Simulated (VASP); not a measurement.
Level of theory: vdW-DF-cx, VASP's PBE PAW potentials (set 64) (plane waves; VASP 6.6.1).

VASP input:

### KPOINTS
```
Automatic mesh
0
Gamma
8 8 8
0 0 0
```

POSCAR:
```
MgS
1.0
  0.0000000000   2.6000000000   2.6000000000
  2.6000000000   0.0000000000   2.6000000000
  2.6000000000   2.6000000000   0.0000000000
Mg S
1 1
direct
  0.0000000000   0.0000000000   0.0000000000
  0.5000000000   0.5000000000   0.5000000000
```

### INCAR
```
! general
SYSTEM  =MgS
PREC    =Accurate
ENCUT   =520
LREAL   =.FALSE.
LASPH   =.TRUE.

! electronic loop
EDIFF   =1E-6
NELM    =100
ALGO    =Normal

! smearing
ISMEAR  =0
SIGMA   =0.05

! functional
GGA     =CX
LUSE_VDW=.TRUE.
AGGAC   =0.0

! ions
IBRION  =2
NSW     =60
ISIF    =3
EDIFFG  =-0.01

! output
LWAVE   =.FALSE.
LCHARG  =.FALSE.
```

POTCAR, in this order: Mg S (PBE.64 set). Program: vasp_std.

### Question
What will the output report for the number of irreducible k-points (NKPTS), largest plane-wave count, number of space-group operations, FFT grid (NGX, NGY, NGZ)?

### Answer

```json
{
  "number of irreducible k-points (NKPTS)": "29",
  "largest_plane_wave_count": "960",
  "number_of_space_group_operations": "48",
  "FFT grid (NGX, NGY, NGZ)": "28 × 28 × 28"
}
```

The compound is MgS in the rock salt structure. This run relaxes it. Symmetry was kept, so distortions that lower it aren't found.
